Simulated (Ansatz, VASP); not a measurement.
# Ni (Ni(100)) in two plane-wave programs, part 3 of 3

Aim: how closely do two programs agree when they are given the same cell, functional and k mesh? The cell is taken from a series of runs on this material, whose earlier steps may have relaxed, scaled, displaced or heated it; both programs get it as it stands.

VASP 6.6.1 and Ansatz 0.2.0.

So far. Step 4 (Comparison): VASP's last cycles still show a density residual of 1e-02, so its state may not be settled. With vacuum in the cell, a pressure given here is an average over mostly empty space and none of the material.

## (8) Ansatz: single point, RPBE

Level of this step: Ansatz beside VASP: Kohn-Sham DFT, plane waves, RPBE (Ansatz).

A single point gives forces, pressure and levels at one fixed geometry, so differences don't come from the geometry; what else differs is listed under the comparison.

The cell is taken from a series of runs on this material, whose earlier steps may have relaxed, scaled, displaced or heated it; both programs get it as it stands.

The input, input.yaml:

```yaml
crystal:
  lattice:
    - [2.4890158698, 0.0, 0.0]
    - [0.0, 2.4890158698, 0.0]
    - [0.0, 0.0, 28.56]
  atoms:
    - { symbol: Ni, position: [0.0, 0.0, 0.3151260504], spin: 0.7 }
    - { symbol: Ni, position: [0.5, 0.5, 0.3767507003], spin: 0.7 }
    - { symbol: Ni, position: [0.0, 0.0, 0.4383753501], spin: 0.7 }
    - { symbol: Ni, position: [0.5, 0.5, 0.5], spin: 0.7 }
    - { symbol: Ni, position: [0.0, 0.0, 0.5616246499], spin: 0.7 }
    - { symbol: Ni, position: [0.5, 0.5, 0.6232492997], spin: 0.7 }
    - { symbol: Ni, position: [0.0, 0.0, 0.6848739496], spin: 0.7 }
magnetization:
  spin_polarized: true
kpoints:
  mp_grid: { grid: [16, 16, 1] }
hamiltonian:
  xc: rpbe
scf:
  occupations: { method: fermi_dirac, width: 0.1 }
  convergence: { dr2_threshold: 1.0e-09 }
efield:
  axis: 3
  dipole_correction: true
  ramp_position: 0.97
  ramp_width: 0.06
output:
  write_potential: true
  write_density: true
  volumetric_format: npy
```

Started as:

```bash
> ansatz run input.yaml --threads 4 --pin off --max-ram 6144MiB --backend cpu --events-out ev --progress --plain --runs-dir out
```

Numbers of over 12 decimals in the logs are rounded to 6 here.

The log of the run:

```text
[...]
Crystal: 7 atoms, lattice volume = 176.935 Å³
Basis set: ecut = 420 eV, 3439 PW (Γ)
Bands: 79, of which v1, the nominal top of the filled ones, is band 63 counted from 1 (62 counted from 0)
Symmetry: 8 space group operations
k-points: 45 of 256
[...]
k-point 1 ↑: bands = [... 59 lower, 4.2275, 4.4104, 4.4267, 4.4353, 4.4965, 4.5844, 4.5845, 4.6509, ... 12 higher]
  k-point 2 ↑: bands = [... 59 lower, 4.1531, 4.1881, 4.3684, 4.4132, 4.5243, 4.5768, 4.6044, 4.6732, ... 12 higher]
  k-point 44 ↓: bands = [... 59 lower, 5.6604, 5.6610, 5.9300, 5.9300, 8.1207, 8.1207, 9.4197, 9.4197, ... 12 higher]
[key lines of the parts left out:]
SCF converged after 19 iterations
Magnetization: 4.6625 μB (65.3313 up, 60.6687 down)
Free energy (F): -40911.776273 eV
Fermi energy:    5.245484 eV
Dipole field:    D = -0.000007 V/Å  (p = -0.000006 e·Å, saw-weighted, corrected)
Work function:   Φ+ = 4.7372 eV   Φ− = 4.7371 eV
```

## (9) VASP: single point, RPBE

The same cell, functional, mesh and smearing now go to VASP, with its own data sets.

The input, INCAR:

```
SYSTEM = Ni
PREC = Accurate
ENCUT = 520
EDIFF = 1E-06
NELM = 200
ISMEAR = -1
SIGMA = 0.1
LREAL = .FALSE.
ALGO = Normal
GGA = RP
NBANDS = 49
ISPIN = 2
MAGMOM = 0.77 0.69 0.68 0.66 0.68 0.69 0.77
LASPH = .TRUE.
LMAXMIX = 4
LORBIT = 11
LWAVE = .FALSE.
LCHARG = .FALSE.
ISIF = 2
LDIPOL = .TRUE.
IDIPOL = 3
DIPOL = 0.5 0.5 0.5
LVHAR = .TRUE.
GGA_COMPAT = .FALSE.
NELMDL = -8
KPAR = 2
```

The input, POSCAR:

```
Ni
1.0
    2.4890158698      0.0000000000      0.0000000000
    0.0000000000      2.4890158698      0.0000000000
    0.0000000000      0.0000000000     28.5600000000
Ni
7
Direct
    0.0000000000      0.0000000000      0.3151260504
    0.5000000000      0.5000000000      0.3767507003
    0.0000000000      0.0000000000      0.4383753501
    0.5000000000      0.5000000000      0.5000000000
    0.0000000000      0.0000000000      0.5616246499
    0.5000000000      0.5000000000      0.6232492997
    0.0000000000      0.0000000000      0.6848739496
```

The input, KPOINTS:

```
Automatic mesh
0
Gamma
16 16 1
0 0 0
```

The projector-augmented-wave data sets are Ni (PBE family, release 64).

Started as:

```bash
> mpirun -np 2 vasp_std
```

The log of the run:

```text
[banner, memory and clock lines left out]
running    2 mpi-ranks, on    1 nodes
[...]
[... a notice as in an earlier step ...]

 LDA part: xc-table for (Slater+PW92), standard interpolation
 POSCAR, INCAR and KPOINTS ok, starting setup
[...]
entering main loop
       N       E                     dE             d eps       ncg     rms          rms(c)
DAV:   1     0.518930078597E+03    0.51893E+03   -0.31211E+04  8836   0.163E+03
DAV:   2     0.273219467220E+01   -0.51620E+03   -0.49090E+03  8844   0.345E+02
DAV:   3    -0.385808746420E+02   -0.41313E+02   -0.38696E+02  9576   0.135E+02
DAV:   4    -0.393664249610E+02   -0.78555E+00   -0.78319E+00  9707   0.206E+01
[...]
DAV:  42    -0.333179950563E+02   -0.66679E-05   -0.23459E-08  5608   0.201E-03    0.439E-04
DAV:  43    -0.333179967097E+02   -0.16534E-05   -0.65108E-09  5624   0.667E-04    0.334E-04
DAV:  44    -0.333179973951E+02   -0.68538E-06   -0.56423E-09  5539   0.580E-04
   1 F= -.33317997E+02 E0= -.33119159E+02  d E =-.397676E+00  mag=     4.5709
```

OUTCAR, selected parts (step 9):

```text
  Total        0.6347985      0.6347985      1.4194221      0.0000000      0.0000000      0.0000000
  in kB        5.7482141      5.7482141     12.8531213      0.0000000      0.0000000      0.0000000
  external PRESSURE =       8.1165165 kB  Pullay stress =       0.0000000 kB

 POSITION                                       TOTAL-FORCE (eV/Angst)
 -----------------------------------------------------------------------------------
      0.00000      0.00000      9.00000        -0.000000     -0.000000      0.086784
      1.24451      1.24451     10.76000         0.000000      0.000000     -0.344205
      0.00000      0.00000     12.52000         0.000000     -0.000000      0.024688
      1.24451      1.24451     14.28000        -0.000000      0.000000      0.000000
      0.00000      0.00000     16.04000        -0.000000      0.000000     -0.024688
      1.24451      1.24451     17.80000        -0.000000      0.000000      0.344205
      0.00000      0.00000     19.56000        -0.000000      0.000000     -0.086784
 -----------------------------------------------------------------------------------
    total drift:                               -0.000000     -0.000000     -0.000000

  FREE ENERGIE OF THE ION-ELECTRON SYSTEM (eV)
  ---------------------------------------------------
  free  energy   TOTEN  =       -33.3179973951 eV

  energy  without entropy=      -32.9203211441  energy(sigma->0) =      -33.11915927

 magnetization (x)
# of ion       s       p       d       tot
------------------------------------------
    1       -0.003  -0.019   0.761   0.739
    2       -0.008  -0.026   0.684   0.650
    3       -0.007  -0.026   0.673   0.640
    4       -0.007  -0.026   0.654   0.621
    5       -0.007  -0.026   0.673   0.640
    6       -0.008  -0.026   0.684   0.650
    7       -0.003  -0.019   0.761   0.739
--------------------------------------------------
tot         -0.043  -0.168   4.890   4.679

[... 2 parts as in an earlier step ...]

[... 1 further part left out ...]
[key lines of the parts left out:]
E-fermi :   1.4693
```

## (10) Side by side

What differs besides the data sets and the points named for the pairs above, as far as they apply: the data sets hold 126 valence electrons in Ansatz (on its default PAW (the set named soft_2) files) and 70 in VASP. Total energies have different zeros and are not compared.

Compared:

```csv
quantity,Ansatz,VASP,difference
total moment (μB),4.66,4.57,+0.09
moment on Ni1 (μB),0.77,0.74,+0.04
moment on Ni7 (μB),0.77,0.74,+0.04
moment on Ni6 (μB),0.69,0.65,+0.04
moment on Ni2 (μB),0.69,0.65,+0.04
moment on Ni5 (μB),0.68,0.64,+0.04
moment on Ni3 (μB),0.68,0.64,+0.04
moment on Ni4 (μB),0.66,0.62,+0.04
"work function, lower of the two faces (eV)",4.74,4.72,+0.02
"work function, higher of the two faces (eV)",4.74,4.72,+0.02
```

With vacuum in the cell, a pressure given here is an average over mostly empty space and none of the material.

## (11) Outcome

| Quantity | Value |
| --- | --- |
| difference in work function, higher of the two faces (single point, LDA) | 0.0020 eV |
| difference in work function, higher of the two faces (single point, PBEsol) | 0.020 eV |
| difference in work function, higher of the two faces (single point, RPBE) | 0.019 eV |

What this shows: The difference in work function, higher of the two faces is 0.0020 eV (single point, LDA). The data sets hold unlike numbers of valence electrons (126 in Ansatz and 70 in VASP), so part of the differences comes from the potentials. Such differences can come from data sets, numerical settings and the points named under the comparisons, not from the functional's error against experiment.

[Lines on the potential files, build, host, timing and source positions are cut from VASP's logs without a mark.]

[Logs are printed without paths, hosts, clocks, repeated set-up lines and the standing remarks that a program may print on its own settings, such as how far it seeks lower states.]

[Hosts, paths, dates, database ids (printed as entryN), source tags and the programs' standing remarks are cut or masked in the printed files.]
